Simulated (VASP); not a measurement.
# AlNi under strain, part 3 of 5

How does the pressure of AlNi answer to a change of volume? The bands are shown for each cell. All runs use PBEsol. Left out of this account: at least 1 further run (self-consistent run: a reference on another mesh). The start is a cell from a database of measured crystal structures.

VASP 6.6.1; PBEsol, spin-polarised from a ferromagnetic start (one magnetic atom a cell); plane waves and PAW (Al, Ni).

So far, pressure (GPa): step 2 (bands, cell as listed) -3.55; step 3 (cell volume +4.0 %) -9.24.

The database entry behind the starting cell differs from later determinations by our own check (about 0.2 % short), so it need not match the best structure at ambient conditions.

## Step 4: Bands, volume times 1.08

The cell is expanded evenly, with fractional positions held.

The input, INCAR:

```
SYSTEM = AlNi
PREC = Accurate
ENCUT = 400
EDIFF = 1E-06
NELM = 100
ISMEAR = -1
SIGMA = 0.05
LREAL = .FALSE.
ALGO = Normal
GGA = PS
NBANDS = 20
ISPIN = 2
MAGMOM = 0 1
LASPH = .TRUE.
LMAXMIX = 4
LORBIT = 11
LWAVE = .FALSE.
LCHARG = .FALSE.
KPAR = 2
```

The input, POSCAR:

```
AlNi
1.0
    2.9558644214      0.0000000000      0.0000000000
    0.0000000000      2.9558644214      0.0000000000
    0.0000000000      0.0000000000      2.9558644214
Al Ni
1 1
Direct
    0.0000000000      0.0000000000      0.0000000000
    0.5000000000      0.5000000000      0.5000000000
```

The input, KPOINTS:

```
Automatic mesh
0
Gamma
13 13 13
0 0 0
```

The input, KPOINTS_OPT:

```
Line mode
16
Line-mode
Reciprocal
  0.00000000   0.00000000   0.00000000 GAMMA
  0.00000000   0.50000000   0.00000000 X

  0.00000000   0.50000000   0.00000000 X
  0.50000000   0.50000000   0.00000000 M

  0.50000000   0.50000000   0.00000000 M
  0.00000000   0.00000000   0.00000000 GAMMA

  0.00000000   0.00000000   0.00000000 GAMMA
  0.50000000   0.50000000   0.50000000 R

  0.50000000   0.50000000   0.50000000 R
  0.00000000   0.50000000   0.00000000 X

  0.50000000   0.50000000   0.00000000 M
  0.50000000   0.50000000   0.50000000 R
```

Potentials, in the order of the species: Al and Ni (PBE family, release 64).

Launch:

```
$ mpirun -np 2 vasp_std
```

The log of the run:

```text
[... set-up lines as in an earlier step ...]
 entering main loop
       N       E                     dE             d eps       ncg     rms          rms(c)
DAV:   1     0.413634713885E+02    0.41363E+02   -0.41842E+03  6944   0.569E+02
DAV:   2    -0.103246306152E+02   -0.51688E+02   -0.44767E+02  7148   0.133E+02
DAV:   3    -0.129449069583E+02   -0.26203E+01   -0.25621E+01  8052   0.316E+01
DAV:   4    -0.129758203288E+02   -0.30913E-01   -0.30891E-01  7760   0.308E+00
DAV:   5    -0.129764838590E+02   -0.66353E-03   -0.66349E-03  7976   0.487E-01    0.127E+01
DAV:   6    -0.158370093058E+02   -0.28605E+01   -0.48816E+01  7920   0.723E+01    0.187E+01
DAV:   7    -0.115336324732E+02    0.43034E+01   -0.13806E+01  7708   0.418E+01    0.210E+00
DAV:   8    -0.114987062504E+02    0.34926E-01   -0.41556E-01  9288   0.560E+00    0.106E+00
DAV:   9    -0.114846058254E+02    0.14100E-01   -0.43748E-02  8228   0.166E+00    0.632E-01
DAV:  10    -0.114853751372E+02   -0.76931E-03   -0.14891E-03  9284   0.312E-01    0.210E-01
DAV:  11    -0.114853046618E+02    0.70475E-04   -0.21908E-03  9060   0.330E-01    0.115E-01
DAV:  12    -0.114854005888E+02   -0.95927E-04   -0.32180E-04  8976   0.133E-01    0.365E-02
DAV:  13    -0.114853965058E+02    0.40830E-05   -0.91346E-06  9100   0.296E-02    0.143E-02
DAV:  14    -0.114853966408E+02   -0.13500E-06   -0.14912E-06  4788   0.127E-02
   1 F= -.11485397E+02 E0= -.11482443E+02  d E =-.590667E-02  mag=    -0.0001
 Start KPOINTS_OPT (optional k-point list driver)
k-point batch [1-84\96]
       N       E                     dE             ncg
DAV:   1     0.107615424260E+05   -0.17776E+05     6960
DAV:   2     0.650479519436E+04   -0.42567E+04     7148
DAV:   3     0.628935361713E+04   -0.21544E+03     8188
DAV:   4     0.628678814069E+04   -0.25655E+01     7984
DAV:   5     0.628673201784E+04   -0.56123E-01     8196
DAV:   6     0.628672993094E+04   -0.20869E-02     8732
DAV:   7     0.628672986302E+04   -0.67919E-04     8200
DAV:   8     0.628672986061E+04   -0.24042E-05     6468
DAV:   9     0.628672986026E+04   -0.35383E-06     5284
k-point batch [85-96\96]
       N       E                     dE             ncg
DAV:   1     0.286536306590E+05   -0.50007E+04     1008
DAV:   2     0.280790113814E+05   -0.57462E+03     1000
DAV:   3     0.280506251193E+05   -0.28386E+02     1284
DAV:   4     0.280502933562E+05   -0.33176E+00     1188
DAV:   5     0.280502859816E+05   -0.73745E-02     1244
DAV:   6     0.280502856863E+05   -0.29531E-03     1272
DAV:   7     0.280502856753E+05   -0.11056E-04     1224
DAV:   8     0.280502856748E+05   -0.46611E-06      976
```

It took 49 s on 2 MPI ranks of AMD EPYC 7R43, shared host; peak memory 0.3 GiB.

From OUTCAR (step 4):

```text
  LATTYP: Found a simple cubic cell.
 ALAT       =     2.9558644214

The static configuration has the point symmetry O_h .

 Found     84 irreducible k-points:

   ENCUT  =  400.0 eV  29.40 Ry    5.42 a.u.   4.82  4.82  4.82*2*pi/ulx,y,z

   NELECT =      13.0000    total number of electrons

 E-fermi :   8.9050

 spin component 1
 k-point     1 :       0.0000    0.0000    0.0000
  band No.  band energies     occupation
    ...
      2       6.0344      1.00000
      3       6.0344      1.00000
      4       7.5290      1.00000
      5       7.5290      1.00000
      6       7.5290      1.00000
      7      14.1019      0.00000
      8      14.1019      0.00000
      9      14.1019      0.00000
     10      16.8229      0.00000
     11      16.8229      0.00000
    ...

 k-point     2 :       0.0769    0.0000    0.0000
  band No.  band energies     occupation
    ...
      2       6.0250      1.00000
      3       6.0571      1.00000
      4       7.4863      1.00000
      5       7.4863      1.00000
      6       7.5334      1.00000
      7      13.0732      0.00000
      8      14.2379      0.00000
      9      14.2379      0.00000
     10      16.8355      0.00000
     11      17.7169      0.00000
    ...

 k-point     3 :       0.1538    0.0000    0.0000
  band No.  band energies     occupation
    ...
      2       5.9637      1.00000
      3       6.1208      1.00000
      4       7.3728      1.00000
      5       7.3728      1.00000
      6       7.5458      1.00000
      7      11.4226      0.00000
      8      14.6323      0.00000
      9      14.6323      0.00000
     10      16.8725      0.00000
     11      18.8786      0.00000
    ...

 k-point     4 :       0.2308    0.0000    0.0000
  band No.  band energies     occupation
    ...
      2       5.7360      1.00000
      3       6.2124      1.00000
      4       7.2235      1.00000
      5       7.2235      1.00000
      6       7.5631      1.00000
      7       9.9530      0.00000
      8      15.2528      0.00000
      9      15.2528      0.00000
     10      16.9307      0.00000
     11      19.7080      0.00000
    ...

  Total       -2.2237681     -2.2237681     -2.2237681     -0.0000000     -0.0000000      0.0000000
  in kB     -137.9578890   -137.9578890   -137.9578890     -0.0000000     -0.0000000      0.0000000
  external PRESSURE =    -137.9578890 kB  Pullay stress =       0.0000000 kB

  energy-cutoff  :      400.00
  volume of cell :       25.83
      direct lattice vectors                 reciprocal lattice vectors
     2.955864421  0.000000000  0.000000000     0.338310510  0.000000000  0.000000000
     0.000000000  2.955864421  0.000000000     0.000000000  0.338310510  0.000000000
     0.000000000  0.000000000  2.955864421     0.000000000  0.000000000  0.338310510

 POSITION                                       TOTAL-FORCE (eV/Angst)
 -----------------------------------------------------------------------------------
      0.00000      0.00000      0.00000         0.000000      0.000000      0.000000
      1.47793      1.47793      1.47793         0.000000      0.000000      0.000000
 -----------------------------------------------------------------------------------
    total drift:                               -0.000000      0.000000      0.000000

  FREE ENERGIE OF THE ION-ELECTRON SYSTEM (eV)
  ---------------------------------------------------
  free  energy   TOTEN  =       -11.4853966408 eV

  energy  without entropy=      -11.4794899702  energy(sigma->0) =      -11.48244331

 total charge
# of ion       s       p       d       tot
------------------------------------------
    1        0.377   0.381   0.000   0.757
    2        0.450   0.457   8.441   9.349
--------------------------------------------------
tot          0.827   0.838   8.441  10.106

 magnetization (x)
# of ion       s       p       d       tot
------------------------------------------
    1        0.000  -0.000   0.000  -0.000
    2        0.000  -0.000   0.000   0.000
--------------------------------------------------
tot          0.000  -0.000   0.000   0.000

[... 4 parts as in an earlier step ...]

[... 10 further parts left out ...]
```

Numbers from this step:

- free energy (TOTEN): -11.49 eV
- energy at zero smearing: -11.48 eV
- Fermi energy: 8.905 eV
- pressure: -13.80 GPa

Both spin channels agree. The electronic bands at the labelled points (eV, zero at the Fermi level; # counts the bands kept in this run):

| point | #3 | #4 | #5 | #6 | #7 | #8 | #9 | #10 |
| --- | --- | --- | --- | --- | --- | --- | --- | --- |
| Γ | -2.87 | -1.38 | -1.38 | -1.38 | 5.20 | 5.20 | 5.20 | 7.92 |
| 0.47 of the way | -2.69 | -1.69 | -1.69 | -1.34 | 1.01 | 6.37 | 6.37 | 8.03 |
| X | -2.45 | -2.01 | -2.01 | -1.30 | -0.59 | 8.22 | 9.64 | 9.64 |
| 0.47 of the way | -2.30 | -2.22 | -1.94 | -1.56 | -0.61 | 4.74 | 5.00 | 10.58 |
| M | -2.65 | -2.65 | -1.85 | -1.85 | -0.90 | 1.34 | 2.16 | 11.47 |
| 0.47 of the way | -2.82 | -2.06 | -1.72 | -1.63 | 0.76 | 2.27 | 8.09 | 8.09 |
| Γ | -2.87 | -1.38 | -1.38 | -1.38 | 5.20 | 5.20 | 5.20 | 7.92 |
| 0.47 of the way | -2.78 | -2.02 | -1.88 | -1.88 | 2.27 | 2.27 | 3.74 | 10.40 |
| R | -3.71 | -0.88 | -0.88 | 2.06 | 2.06 | 2.06 | 3.09 | 4.17 |
| 0.47 of the way | -2.98 | -1.90 | -1.88 | -0.96 | -0.49 | 4.88 | 4.90 | 5.18 |
| X | -2.45 | -2.01 | -2.01 | -1.30 | -0.59 | 8.22 | 9.64 | 9.64 |
| jump to M | -2.65 | -2.65 | -1.85 | -1.85 | -0.90 | 1.34 | 2.16 | 11.47 |
| 0.47 of the way | -3.34 | -2.21 | -0.89 | -0.40 | -0.40 | 1.50 | 2.33 | 7.53 |
| R | -3.71 | -0.88 | -0.88 | 2.06 | 2.06 | 2.06 | 3.09 | 4.17 |

Of the projections kept (Al, Ni), the largest for each band there, as a share of the weight inside these atoms' spheres; weight between the spheres isn't counted:

| point | #3 | #4 | #5 | #6 | #7 | #8 | #9 | #10 |
| --- | --- | --- | --- | --- | --- | --- | --- | --- |
| Γ | Ni 1.00 | Ni 1.00 | Ni 1.00 | Ni 1.00 | Al 0.52 | Al 0.52 | Al 0.52 | Ni 1.00 |
| X | Ni 1.00 | Ni 0.98 | Ni 0.98 | Ni 1.00 | Ni 0.99 | - | Ni 1.00 | Ni 1.00 |
| M | Ni 0.58 | Ni 0.58 | Ni 1.00 | Ni 1.00 | Ni 1.00 | Ni 1.00 | Ni 0.73 | Al 1.00 |
| Γ | Ni 1.00 | Ni 1.00 | Ni 1.00 | Ni 1.00 | Al 0.52 | Al 0.52 | Al 0.52 | Ni 1.00 |
| R | Ni 0.90 | Ni 1.00 | Ni 1.00 | Ni 1.00 | Ni 1.00 | Ni 1.00 | Al 1.00 | Ni 0.68 |
| X | Ni 1.00 | Ni 0.98 | Ni 0.98 | Ni 1.00 | Ni 0.99 | - | Ni 1.00 | Ni 1.00 |

 The pressure is -13.80 GPa.

Between step 2 and this run (cell volume +8.0 %) the value for the pressure moves from -3.55 GPa to -13.8 GPa.

## Step 5: Bands, sheared, principal strains -1.4, -0.4, +1.8 %

The first cell is sheared at its own volume, which lowers its symmetry.

INCAR is that of step 4.

The input, POSCAR:

```
AlNi
1.0
    2.8812710000      0.0219930000     -0.0290550000
    0.0219930000      2.9004830000     -0.0228470000
   -0.0290550000     -0.0228470000      2.8620140000
Al Ni
1 1
Direct
    0.0000000000      0.0000000000      0.0000000000
    0.5000000000      0.5000000000      0.5000000000
```

KPOINTS is that of step 4.

The input, KPOINTS_OPT:

```
Line mode
16
Line-mode
Reciprocal
 -0.50000000   0.00000000   0.00000000 X
  0.00000000   0.00000000   0.00000000 GAMMA

  0.00000000   0.00000000   0.00000000 GAMMA
  0.00000000  -0.50000000   0.00000000 Y

 -0.50000000  -0.50000000   0.00000000 L
  0.00000000   0.00000000   0.00000000 GAMMA

  0.00000000   0.00000000   0.00000000 GAMMA
  0.00000000   0.00000000   0.50000000 Z

 -0.50000000   0.00000000   0.50000000 N
  0.00000000   0.00000000   0.00000000 GAMMA

  0.00000000   0.00000000   0.00000000 GAMMA
  0.00000000  -0.50000000   0.50000000 M

 -0.50000000  -0.50000000   0.50000000 R
  0.00000000   0.00000000   0.00000000 GAMMA
```

Launch:

```
$ mpirun -np 2 vasp_std
```

The log of the run:

```text
[... set-up lines as in an earlier step ...]
 entering main loop
       N       E                     dE             d eps       ncg     rms          rms(c)
DAV:   1     0.410274584050E+02    0.41027E+02   -0.42306E+03 92288   0.579E+02
DAV:   2    -0.105830856940E+02   -0.51611E+02   -0.44933E+02 94256   0.136E+02
DAV:   3    -0.131254426958E+02   -0.25424E+01   -0.24867E+01103604   0.312E+01
DAV:   4    -0.131543811483E+02   -0.28938E-01   -0.28918E-01102024   0.301E+00
DAV:   5    -0.131549741641E+02   -0.59302E-03   -0.59298E-03103888   0.462E-01    0.132E+01
DAV:   6    -0.155661843780E+02   -0.24112E+01   -0.45707E+01105088   0.724E+01    0.176E+01
DAV:   7    -0.116167056018E+02    0.39495E+01   -0.13310E+01101980   0.419E+01    0.178E+00
DAV:   8    -0.115953050462E+02    0.21401E-01   -0.31585E-01119576   0.498E+00    0.106E+00
DAV:   9    -0.115806201780E+02    0.14685E-01   -0.34847E-02110984   0.160E+00    0.572E-01
DAV:  10    -0.115808978440E+02   -0.27767E-03   -0.10655E-03127588   0.266E-01    0.179E-01
DAV:  11    -0.115807926351E+02    0.10521E-03   -0.95611E-04119928   0.228E-01    0.850E-02
DAV:  12    -0.115808386256E+02   -0.45991E-04   -0.13541E-04119292   0.891E-02    0.424E-02
DAV:  13    -0.115808336970E+02    0.49286E-05   -0.11940E-05121248   0.365E-02    0.136E-02
DAV:  14    -0.115808332881E+02    0.40894E-06   -0.18631E-06 63576   0.141E-02
   1 F= -.11580833E+02 E0= -.11578246E+02  d E =-.517374E-02  mag=    -0.0001
 Start KPOINTS_OPT (optional k-point list driver)
k-point batch [1-112\112]
       N       E                     dE             ncg
DAV:   1     0.309272114709E+05   -0.10918E+05     9364
DAV:   2     0.249585403231E+05   -0.59687E+04     9544
DAV:   3     0.246498826368E+05   -0.30866E+03    10728
DAV:   4     0.246462713716E+05   -0.36113E+01    10928
DAV:   5     0.246461964197E+05   -0.74952E-01    10792
DAV:   6     0.246461938273E+05   -0.25924E-02    11968
DAV:   7     0.246461937450E+05   -0.82350E-04    10792
DAV:   8     0.246461937424E+05   -0.25931E-05     8492
DAV:   9     0.246461937419E+05   -0.45088E-06     6788
```

It took 6.2 min on 2 MPI ranks; peak memory 1.7 GiB.

From OUTCAR (step 5):

```text
   k-points           NKPTS =   1099   k-points in BZ     NKDIM =   1099   number of bands    NBANDS=     20

   ENCUT  =  400.0 eV  29.40 Ry    5.42 a.u.   4.70  4.73  4.67*2*pi/ulx,y,z

   NELECT =      13.0000    total number of electrons

 E-fermi :   9.8852

 spin component 1
 k-point     1 :       0.0000    0.0000    0.0000
  band No.  band energies     occupation
    ...
      2       6.6554      1.00000
      3       6.6685      1.00000
      4       8.3167      1.00000
      5       8.3476      1.00000
      6       8.3994      1.00000
      7      15.1469      0.00000
      8      15.3865      0.00000
      9      15.6663      0.00000
     10      17.9991      0.00000
     11      18.0956      0.00000
    ...

 k-point     2 :       0.0769   -0.0000    0.0000
  band No.  band energies     occupation
    ...
      2       6.6529      1.00000
      3       6.6882      1.00000
      4       8.2738      1.00000
      5       8.3213      1.00000
      6       8.3791      1.00000
      7      14.3032      0.00000
      8      15.3016      0.00000
      9      15.7897      0.00000
     10      18.0470      0.00000
     11      19.0343      0.00000
    ...

  Total       -0.5159002     -0.6072058     -0.4038685     -0.2703665      0.2807312      0.3616239
  in kB      -34.5657909    -40.6833481    -27.0595596    -18.1148041     18.8092491     24.2291380
  external PRESSURE =     -34.1028995 kB  Pullay stress =       0.0000000 kB

 POSITION                                       TOTAL-FORCE (eV/Angst)
 -----------------------------------------------------------------------------------
      0.00000      0.00000      0.00000        -0.000000      0.000000      0.000000
      1.43710      1.44981      1.40506         0.000000     -0.000000     -0.000000
 -----------------------------------------------------------------------------------
    total drift:                               -0.000000      0.000000      0.000000

  FREE ENERGIE OF THE ION-ELECTRON SYSTEM (eV)
  ---------------------------------------------------
  free  energy   TOTEN  =       -11.5808332881 eV

  energy  without entropy=      -11.5756595508  energy(sigma->0) =      -11.57824642

 magnetization (x)
# of ion       s       p       d       tot
------------------------------------------
    1        0.000   0.000   0.000   0.000
    2        0.000  -0.000   0.000   0.000
--------------------------------------------------
tot          0.000  -0.000   0.000   0.000

[... 1 part as in an earlier step ...]

[... 19 further parts left out ...]
```

The path and its labels are those of the sheared lattice, so a letter need not mean the same point as in the unstrained cell.

This step gave:

| Item | Value |
| --- | --- |
| irreducible k-points | 1099 |
| symmetry operations | 2 |
| free energy (TOTEN) | -11.58 eV |
| energy at zero smearing | -11.58 eV |
| Fermi energy | 9.885 eV |
| pressure | -3.410 GPa |

Both spin channels agree. The electronic bands at the labelled points (eV, zero at the Fermi level; # counts the bands kept in this run):

| point | #3 | #4 | #5 | #6 | #7 | #8 | #9 | #10 |
| --- | --- | --- | --- | --- | --- | --- | --- | --- |
| X | -2.75 | -2.28 | -2.18 | -1.44 | -0.63 | 8.27 | 9.80 | 10.25 |
| 0.53 of the way | -3.02 | -1.91 | -1.84 | -1.49 | 1.12 | 6.51 | 6.98 | 8.22 |
| Γ | -3.22 | -1.57 | -1.54 | -1.49 | 5.26 | 5.50 | 5.78 | 8.11 |
| 0.53 of the way | -2.97 | -1.98 | -1.90 | -1.46 | 0.49 | 7.06 | 7.32 | 8.27 |
| Y | -2.76 | -2.26 | -2.17 | -1.43 | -0.68 | 8.29 | 9.98 | 10.22 |
| jump to L | -3.01 | -2.80 | -2.04 | -2.03 | -1.02 | 1.40 | 2.47 | 12.39 |
| 0.53 of the way | -3.14 | -2.27 | -1.81 | -1.76 | 1.28 | 2.80 | 8.05 | 9.16 |
| Γ | -3.22 | -1.57 | -1.54 | -1.49 | 5.26 | 5.50 | 5.78 | 8.11 |
| 0.47 of the way | -3.02 | -1.91 | -1.85 | -1.51 | 1.23 | 6.52 | 6.76 | 8.20 |
| Z | -2.74 | -2.28 | -2.22 | -1.46 | -0.58 | 8.28 | 9.82 | 10.05 |
| jump to N | -2.96 | -2.67 | -2.10 | -2.08 | -0.99 | 1.52 | 2.60 | 12.08 |
| 0.47 of the way | -3.04 | -2.30 | -1.91 | -1.86 | 0.88 | 2.77 | 8.12 | 8.41 |
| Γ | -3.22 | -1.57 | -1.54 | -1.49 | 5.26 | 5.50 | 5.78 | 8.11 |
| 0.47 of the way | -3.11 | -2.25 | -1.84 | -1.78 | 1.33 | 2.89 | 7.84 | 9.16 |
| M | -2.98 | -2.75 | -2.07 | -2.05 | -1.00 | 1.46 | 2.53 | 12.23 |
| jump to R | -4.06 | -0.99 | -0.96 | 1.72 | 2.08 | 2.15 | 3.79 | 4.25 |
| 0.47 of the way | -3.15 | -2.20 | -2.09 | -2.08 | 2.28 | 2.35 | 4.28 | 9.49 |
| Γ | -3.22 | -1.57 | -1.54 | -1.49 | 5.26 | 5.50 | 5.78 | 8.11 |

Of the projections kept (Al, Ni), the largest for each band there, as a share of the weight inside these atoms' spheres; weight between the spheres isn't counted:

| point | #3 | #4 | #5 | #6 | #7 | #8 | #9 | #10 |
| --- | --- | --- | --- | --- | --- | --- | --- | --- |
| X | Ni 1.00 | Ni 0.98 | Ni 0.98 | Ni 1.00 | Ni 0.98 | Ni 0.97 | Ni 1.00 | Ni 1.00 |
| Γ | Ni 1.00 | Ni 1.00 | Ni 1.00 | Ni 1.00 | Al 0.50 | Al 0.51 | Al 0.51 | Ni 1.00 |
| Y | Ni 1.00 | Ni 0.98 | Ni 0.98 | Ni 1.00 | Ni 0.98 | Ni 0.99 | Ni 1.00 | Ni 1.00 |
| L | Ni 0.59 | Ni 0.59 | Ni 1.00 | Ni 1.00 | Ni 1.00 | Ni 1.00 | Ni 0.73 | Al 0.99 |
| Γ | Ni 1.00 | Ni 1.00 | Ni 1.00 | Ni 1.00 | Al 0.50 | Al 0.51 | Al 0.51 | Ni 1.00 |
| Z | Ni 1.00 | Ni 0.98 | Ni 0.98 | Ni 1.00 | Ni 0.98 | Ni 0.99 | Ni 1.00 | Ni 1.00 |

 The pressure is -3.41 GPa, and the symmetry operations fall from 48 to 2.

(Part 3 of 5 ends here.)

[Lines on the potential files, build, host, timing and source positions are cut from VASP's logs without a mark.]

[Logs are printed without paths, hosts, clocks, repeated set-up lines and the standing remarks that a program may print on its own settings, such as how far it seeks lower states.]

[Hosts, paths, dates, database ids (printed as entryN), source tags and the programs' standing remarks are cut or masked in the printed files.]

[A measured line is paired with the nearest computed mode of its activity, which favours agreement.]

[In band tables of VASP the shares of atoms and orbitals are scaled to a sum of 1 inside the atoms' spheres.]
